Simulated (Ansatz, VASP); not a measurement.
# Ru in two plane-wave programs

Aim: how closely do two programs agree when they are given the same cell, functional and k mesh? The structure shown is the end of the VASP relaxation below.

Calculated with Ansatz 0.2.0; plane waves, with VASP 6.6.1 beside it; single point at LDA.

**1. Set-up**

Symmetry: P6_3/mmc, No. 194, hexagonal system. The conventional cell has a = 2.657 Å, b = 2.657 Å, c = 4.205 Å, α = 90.00°, β = 90.00°, γ = 120.00°. Ru has 12 Ru at 2.60 to 2.66 Å nearest.

**2. VASP: relaxation, LDA**

This run makes the geometry at which the two programs are then compared.

Lines of VASP's logs that name or quote its potential files are left out, and so is its time.

INCAR

```
SYSTEM = Ru
PREC = Accurate
ENCUT = 500
EDIFF = 1E-07
NELM = 100
ISMEAR = 1
SIGMA = 0.15
LREAL = .FALSE.
ALGO = Normal
GGA = CA
NBANDS = 20
LASPH = .TRUE.
LORBIT = 11
LWAVE = .FALSE.
LCHARG = .FALSE.
KPAR = 4
IBRION = 2
NSW = 50
ISIF = 4
EDIFFG = -0.003
```

POSCAR

```
Ru
1.0
    2.6581493575      0.0000000000      0.0000000000
   -1.3290746788      2.3020248729      0.0000000000
    0.0000000000      0.0000000000      4.2024347556
Ru
2
Direct
    0.3333333300      0.6666666700      0.2500000000
    0.6666666700      0.3333333300      0.7500000000
```

KPOINTS

```
Automatic mesh
0
Gamma
18 18 10
0 0 0
```

The projector-augmented-wave data sets are Ru_pv (LDA family, release 64).

On the command line:

```bash
$ mpirun -np 4 vasp_std
```

Numbers of over 12 decimals in the logs are rounded to 6 here.

Log:

```text
[banner, memory and clock lines left out]
running    4 mpi-ranks, on    1 nodes
 distrk:  each k-point on    1 cores,    4 groups
 distr:  one band on    1 cores,    1 groups

 POSCAR found type information on POSCAR Ru
 POSCAR found :  1 types and       2 ions
 LDA part: xc-table for (Slater(with rela. corr.)+CA(PZ))
 , standard interpolation
 POSCAR, INCAR and KPOINTS ok, starting setup
 FFT: planning ... GRIDC
 FFT: planning ... GRID_SOFT
 FFT: planning ... GRID
 WAVECAR not read
 entering main loop
       N       E                     dE             d eps       ncg     rms          rms(c)
DAV:   1     0.281334629371E+03    0.28133E+03   -0.17246E+04  8880   0.153E+03
DAV:   2    -0.167220022276E+02   -0.29806E+03   -0.28991E+03  9164   0.458E+02
DAV:   3    -0.227522132681E+02   -0.60302E+01   -0.59799E+01 10112   0.727E+01
DAV:   4    -0.228012402264E+02   -0.49027E-01   -0.48951E-01 11440   0.618E+00
DAV:   5    -0.228019415157E+02   -0.70129E-03   -0.69881E-03  9880   0.644E-01    0.210E+01
DAV:   6    -0.214793418477E+02    0.13226E+01   -0.29823E+00 10292   0.173E+01    0.612E+00
DAV:   7    -0.213883317031E+02    0.91010E-01   -0.57041E-01 10020   0.545E+00    0.119E+00
DAV:   8    -0.213773198824E+02    0.11012E-01   -0.27738E-02  9932   0.159E+00    0.312E-01
DAV:   9    -0.213770092130E+02    0.31067E-03   -0.57116E-04 10176   0.253E-01    0.306E-02
DAV:  10    -0.213770282995E+02   -0.19086E-04   -0.95044E-05  9872   0.100E-01    0.236E-02
DAV:  11    -0.213770250766E+02    0.32229E-05   -0.18592E-05  9880   0.424E-02    0.118E-03
DAV:  12    -0.213770250779E+02   -0.13283E-08   -0.16390E-07  7108   0.395E-03
   1 F= -.21377025E+02 E0= -.21376720E+02  d E =-.213770E+02
 curvature:   0.00 expect dE= 0.000E+00 dE for cont linesearch  0.000E+00
 trial: gam= 0.00000 g(F)=  0.656E-44 g(S)=  0.836E-04 ort = 0.000E+00 (trialstep = 0.100E+01)
 search vector abs. value=  0.836E-04
 bond charge predicted
       N       E                     dE             d eps       ncg     rms          rms(c)
DAV:   1    -0.213777153519E+02   -0.69028E-03   -0.25625E-02  9036   0.126E+00    0.163E-01
DAV:   2    -0.213771339242E+02    0.58143E-03   -0.79817E-04  9068   0.246E-01    0.618E-02
DAV:   3    -0.213770244844E+02    0.10944E-03   -0.29755E-04  9512   0.118E-01    0.166E-02
DAV:   4    -0.213770250536E+02   -0.56924E-06   -0.82065E-06  9640   0.354E-02    0.330E-03
DAV:   5    -0.213770250523E+02    0.12737E-08   -0.36344E-07  8872   0.422E-03
   2 F= -.21377025E+02 E0= -.21376721E+02  d E =0.255864E-07
 trial-energy change:    0.000000  1 .order    0.000001   -0.000084    0.000086
 step:   0.5034(harm=  0.4928)  dis= 0.00000  next Energy=   -21.377046 (dE=-0.212E-04)
 bond charge predicted
       N       E                     dE             d eps       ncg     rms          rms(c)
DAV:   1    -0.213772164993E+02   -0.19145E-03   -0.63148E-03  8968   0.628E-01    0.809E-02
DAV:   2    -0.213770732616E+02    0.14324E-03   -0.19715E-04  9016   0.123E-01    0.307E-02
DAV:   3    -0.213770460437E+02    0.27218E-04   -0.73256E-05  9420   0.584E-02    0.823E-03
DAV:   4    -0.213770460582E+02   -0.14481E-07   -0.20269E-06  9388   0.176E-02    0.161E-03
DAV:   5    -0.213770460256E+02    0.32604E-07   -0.84654E-08  5564   0.207E-03
   3 F= -.21377046E+02 E0= -.21376741E+02  d E =-.209477E-04
 curvature:  -0.25 expect dE=-0.431E-09 dE for cont linesearch -0.431E-09
 trial: gam=-0.00455 g(F)=  0.845E-44 g(S)=  0.175E-08 ort = 0.382E-06 (trialstep = 0.901E+00)
 search vector abs. value=  0.100E-09
 reached required accuracy - stopping structural energy minimisation
```

Parts of OUTCAR (step 2):

```text
ion  position               nearest neighbor table
   1  0.333  0.667  0.250-   2 2.60   2 2.60   2 2.60   2 2.60   2 2.60   2 2.60
   2  0.667  0.333  0.750-   1 2.60   1 2.60   1 2.60   1 2.60   1 2.60   1 2.60

  LATTYP: Found a hexagonal cell.
 ALAT       =     2.6581493575
 C/A-ratio  =     1.5809626136

 Subroutine GETGRP returns: Found 24 space group operations
 (whereof 12 operations were pure point group operations)

The static configuration has the point symmetry D_3d.
 The point group associated with its full space group is D_6h.

 Found    222 irreducible k-points:

   k-points           NKPTS =    222   k-points in BZ     NKDIM =    222   number of bands    NBANDS=     20

   dimension x,y,z NGX =    20 NGY =   20 NGZ =   32
   dimension x,y,z NGXF=    40 NGYF=   40 NGZF=   64

   ENCUT  =  500.0 eV  36.75 Ry    6.06 a.u.   4.85  4.85  7.66*2*pi/ulx,y,z

   NELECT =      28.0000    total number of electrons

 k-points in reciprocal lattice and weights: Automatic mesh
   0.00000000  0.00000000  0.00000000       0.000
   0.05555556  0.00000000  0.00000000       0.002
   0.11111111  0.00000000  0.00000000       0.002
   0.16666667  0.00000000  0.00000000       0.002
   0.22222222  0.00000000  0.00000000       0.002
   0.27777778  0.00000000  0.00000000       0.002
   0.33333333  0.00000000  0.00000000       0.002
   0.38888889  0.00000000  0.00000000       0.002
   0.44444444  0.00000000  0.00000000       0.002
[...]
0.33333333  0.27777778  0.50000000       0.004
   0.33333333  0.33333333  0.50000000       0.001

 average (electrostatic) potential at core
       1 -66.4907       2 -66.4907

 E-fermi :  13.7144

 k-point     1 :       0.0000    0.0000    0.0000
  band No.  band energies     occupation
    ...
     11      11.0814      2.00000
     12      11.6364      2.00000
     13      11.6364      2.00000
     14      12.2106      2.00000
     15      12.2106      2.00000
     16      15.0196     -0.00000
     17      15.0196     -0.00000
     18      15.0899     -0.00000
     19      23.6468      0.00000
     20      23.6531      0.00000

 k-point     2 :       0.0556    0.0000    0.0000
  band No.  band energies     occupation
    ...
     11      11.3150      2.00000
     12      11.5799      2.00000
     13      11.7298      2.00000
     14      12.0870      2.00000
     15      12.1314      2.00000
     16      13.8693     -0.05641
     17      15.0706     -0.00000
     18      16.4025     -0.00000
     19      23.6466      0.00000
     20      23.6530      0.00000

 k-point     3 :       0.1111    0.0000    0.0000
  band No.  band energies     occupation
    ...
     12      11.6372      2.00000
     13      11.6766      2.00000
     14      11.9209      2.00000
     15      12.0049      2.00000
     16      13.0048      2.00000
     17      15.2001     -0.00000
     18      17.8407      0.00000
     19      23.6462      0.00000
     20      23.6530      0.00000

  Total        1.2451433      1.2451433      1.2454730     -0.0000000      0.0000000      0.0000000
  in kB       77.5781706     77.5781708     77.5987142     -0.0000000      0.0000000      0.0000000
  external PRESSURE =      77.5850186 kB  Pullay stress =       0.0000000 kB

  energy-cutoff  :      500.00
  volume of cell :       25.72
      direct lattice vectors                 reciprocal lattice vectors
     2.657373679 -0.000000000  0.000000000     0.376311396  0.217263486  0.000000000
    -1.328686839  2.301353115 -0.000000000     0.000000000  0.434526972  0.000000000
     0.000000000 -0.000000000  4.204888468    -0.000000000 -0.000000000  0.237818436

 POSITION                                       TOTAL-FORCE (eV/Angst)
 -----------------------------------------------------------------------------------
     -0.00000      1.53424      1.05122         0.000000      0.000000      0.000000
      1.32869      0.76712      3.15367        -0.000000     -0.000000      0.000000
 -----------------------------------------------------------------------------------
    total drift:                               -0.000004      0.000002     -0.000000

  FREE ENERGIE OF THE ION-ELECTRON SYSTEM (eV)
  ---------------------------------------------------
  free  energy   TOTEN  =       -21.3770460256 eV

  energy  without entropy=      -21.3761318864  energy(sigma->0) =      -21.37674131

 reached required accuracy - stopping structural energy minimisation

 total charge
# of ion       s       p       d       tot
------------------------------------------
    1        0.430   6.350   6.017  12.796
    2        0.430   6.350   6.017  12.796
--------------------------------------------------
tot          0.859  12.700  12.034  25.593

[... 3 further parts left out ...]
```

CONTCAR:

```
Ru
   1.00000000000000
     2.6573736787624567   -0.0000000000008575    0.0000000000000000
    -1.3286868394319564    2.3013531154747722   -0.0000000000000000
     0.0000000000000000   -0.0000000000000000    4.2048884676263931
  Ru
     2
Direct
     0.3333333300000021    0.6666666699999979    0.2500000000000000
     0.6666666699999979    0.3333333300000021    0.7500000000000000
```

**3. Ansatz: single point, LDA, volume scaled by 0.98**

Ansatz runs on its default PAW (the set named soft_2) files.

The same cell, functional (in two slightly different forms), mesh and smearing now go to Ansatz, which takes its cutoff from its data sets.

input.yaml

```yaml
crystal:
  lattice:
    - [2.65737368, 0.0, 0.0]
    - [-1.32868684, 2.30135312, 0.0]
    - [0.0, 0.0, 4.20488847]
  atoms:
    - { symbol: Ru, position: [0.33333333, 0.66666667, 0.25] }
    - { symbol: Ru, position: [0.66666667, 0.33333333, 0.75] }
hamiltonian:
  xc: lda
  pseudopotentials: { kind: paw }
kpoints:
  mp_grid: { grid: [18, 18, 10] }
scf:
  occupations: { method: methfessel_paxton, width: 0.15 }
  n_extra_bands: 4
output:
  forces: true
  stress: true
  eigenvalues: true
```

On the command line:

```bash
$ ansatz run input.yaml --threads 2 --pin off --max-ram 4608MiB --backend cpu --events-out ev --progress --plain --runs-dir out
```

Log:

```text
scf.n_extra_bands = 4 over 16 filled bands (N_el = 32.0): the run solves 20 bands
Engine: ansatz 0.2.0, aarch64-unknown-linux-gnu
Pseudopotentials: kind: paw
Pseudopotential: Ru, paw, valence charge 16, recommended cutoff 420 eV (normal), Ru.paw.azcp
Functional definition: SPW92
  exchange = slater_x
  correlation = pw_c
Crystal: 2 atoms, lattice volume = 25.715 Å³
Basis set: ecut = 420 eV, 537 PW (Γ)
Bands: 20, of which v1, the nominal top of the filled ones, is band 16 counted from 1 (15 counted from 0)
Symmetry: 24 space group operations
Space group: P63/mmc (ITA 194), of the structure as read, at distance tolerance 3.0e-5 Å
k-points: 222 of 3240
Non-local potential: Ru, projectors of the file, l = 0: 3, l = 1: 2, l = 2: 2, l = 3: 1
PAW form: soft (Blöchl's): semilocal exchange-correlation on the pseudo side does not see the compensation charge
PAW frozen core: Ru, regenerated for the run's functional, and the local potential with it (the file was generated under x = pbe(κ = 0.804, μ = 0.219515), c = pbe(β = 0.066725))
PAW one-centre angular grid: Ru, 590 points (default); XC on 64 Gauss nodes
Initial density: superposition of atomic densities (neutral atoms: chi_scale 0, normalization atom), corrected by the library's trained network
Initial wavefunctions: pseudopotential atomic-orbital guess
Functional: x = slater, c = lda
SCF iter   1: F=—  HF=-11516.582136 eV  |F-HF|=—  |Δ(HF+E_count)|=         —  Δρ=1.03e-2  dr2=1.17e-2  ethr=1.77e-3  ⟨swp⟩=5.0  Hψ=17340  notcnv=0
preconditioner: auto → none  [metal: Δε(μ)=0.009 eV  Ē_g=6.294 eV  σ=0.150 eV  W_gap=0.05  n_scr=8 (ndim 8)  ℏωp=29.3 eV  f_vac=0.000  D(μ)=1.68/eV (n_scr^D=22)  sad-step TF]
SCF iter   2: F=—  HF=-11516.580766 eV  |F-HF|=—  |Δ(HF+E_count)|=   1.37e-3  S|Δr|=    0.00e0  Δρ=5.49e-3  dr2=2.98e-3  ethr=3.66e-5  ⟨swp⟩=2.8  Hψ=8295  notcnv=0
SCF iter   3: F=—  HF=-11516.580423 eV  |F-HF|=—  |Δ(HF+E_count)|=   3.43e-4  S|Δr|=    0.00e0  Δρ=3.72e-4  dr2=1.40e-5  ethr=9.31e-6  ⟨swp⟩=2.0  Hψ=6114  notcnv=0
SCF iter   4: F=—  HF=-11516.580427 eV  |F-HF|=—  |Δ(HF+E_count)|=   4.37e-6  S|Δr|=    0.00e0  Δρ=8.21e-5  dr2=9.00e-7  ethr=4.38e-8  ⟨swp⟩=2.0  Hψ=7976  notcnv=0
SCF iter   5: F=-11516.580428 eV  HF=-11516.580428 eV  |F-HF|=2.66e-8  |Δ(HF+E_count)|=   2.77e-7  S|Δr|=    0.00e0  Δρ=1.81e-5  dr2=3.67e-8  ethr=3.13e-10  ⟨swp⟩=5.5  Hψ=19628  notcnv=0
SCF 1 converged in 5 iterations: F = -11516.580428 eV  dr2 = 3.67e-8
  greatest PAW one-centre occupation: 0.999 electrons in one spin orbital (limit 2), on the Ru atom at site 1 (counted from 0), in its partial waves of l = 0
SCF converged after 5 iterations
Stability not checked: this state was not tested for a lower state beside it, because cold or Methfessel-Paxton smearing, or corrected tetrahedra, fill the levels in a way that the test cannot read (fill_not_monotonic; see scf.lower_state_search)
Free energy (F): -11516.580428 eV
Harris-Foulkes:  -11516.580428 eV  (|F-HF|=2.66e-8)
Internal energy: -11516.579509 eV  (E = F + TS)
E sigma→0 (E₀):  -11516.580198 eV
Entropy (-TS):   -0.000919 eV (-0.459 meV/atom)
Fermi energy:    24.812162 eV
--- Per-component energies (eV) ---
  E_band       = -68.325237
  E_kinetic    = 1033.323787
  E_local      = -2411.946878  (includes V_loc(G=0)·N_el)
  E_nonlocal   = 696.969246
  E_hartree    = 771.647247
  E_xc         = -380.987953
  E_vxc        = -480.317157  (∫ρ·V_xc dr)
  E_paw        = -6682.819220  (= ΣΔE_a)
  E_vpaw       = -449.644075  (= ΣTr[D̂ρ^β])
  E_aug_tail   = -0.000495  (compensation charges beyond the density's cutoff)
  E_ewald      = -4543.908613
  E_core_change = 1.143370  (= ΣΔE_core)
  E_smearing   = -0.000919  (= −TS)
  E_closure    = -0.000000  (closes the sum)
  Σ components = -11516.580428   (vs F -11516.580428, Δ=0.00e0)
--- Forces (eV/Å), atoms counted from 1 ---
  atom   1  Ru     0.00000000     0.00000000     0.00000000
  atom   2  Ru     0.00000000    -0.00000000     0.00000000
  max |Σ_I F_I| component: 1.39e-17 eV/Å
--- Stress (GPa, compression-positive) ---
        6.673628       0.000000       0.000000
        0.000000       6.673628       0.000000
        0.000000       0.000000       6.576411
  P = ⅓ Tr σ = 6.6412 GPa (66.412 kbar)
--- Band table (eV; the first three rows and the last of 222) ---
  k-point 0: bands = [... 12 lower, 22.1815, 22.7352, 22.7352, 23.3095, 23.3095, 26.1187, 26.1187, 26.1734]
  k-point 1: bands = [... 12 lower, 22.1205, 22.6619, 22.6619, 23.4804, 23.4804, 25.7826, 26.1288, 26.1288]
  k-point 2: bands = [... 12 lower, 21.9590, 22.4714, 22.4714, 23.8919, 23.8919, 24.8253, 26.1246, 26.1246]
  k-point 221: bands = [... 12 lower, 21.9183, 21.9183, 23.5192, 23.5192, 26.1650, 26.1650, 33.7509, 33.7509]
```

It took 2.5 s on 2 threads of Arm Neoverse V1, shared host; peak memory 0.32 GiB; 4.8 s of CPU time.

The column dr2 measures how far the density is from self-consistency, as an energy; F and HF (Harris–Foulkes) agree once it is small.

The run ends at a pressure of 6.64 GPa.

**4. Differences**

Known differences besides the potentials themselves: the two LDA forms differ slightly; the data sets hold 32 valence electrons in Ansatz (default PAW (the set named soft_2) files) and 28 in VASP; the cutoff is 420 eV in Ansatz and 500 eV in VASP; VASP's log shows a relativistic correction to its local exchange, Ansatz's none. Total energies have different zeros and are not compared.

The two programs side by side:

```csv
quantity,Ansatz,VASP,difference
pressure (GPa),6.64,7.76,-1.12
```

**5. Further runs**

Further runs change the set-up of one program: Ansatz's method, potentials or start, or VASP's data sets, cutoff or form of LDA. The table gives Ansatz less VASP for each quantity, since a change that brings one quantity closer may part another.

```csv
run,pressure (GPa)
as above,-1.1
cores kept as stored,-0.96
Ansatz's larger PAW set (cutoff 840 eV),-0.94
norm-conserving potentials (cutoff 1197 eV),-0.24
```

**6. Outcome**

- difference in pressure (single point, LDA, volume scaled by 0.98): -1.1 GPa

In words: The difference in pressure is -1.1 GPa (single point, LDA, volume scaled by 0.98), beyond the 1 GPa picked in this series as the mark of a large difference. Single point, LDA, volume scaled by 0.98, norm-conserving potentials (cutoff 1197 eV): the difference in pressure goes from -1.1 to -0.24 GPa. 1 further run of this series is not shown here. How closely two codes agree says nothing of how well the functional describes the real material.

[Lines on the potential files, build, host, timing and source positions are cut from VASP's logs without a mark.]

[Logs are printed without paths, hosts, clocks, repeated set-up lines and the standing remarks that a program may print on its own settings, such as how far it seeks lower states.]

[Hosts, paths, dates, database ids (printed as entryN), source tags and the programs' standing remarks are cut or masked in the printed files.]
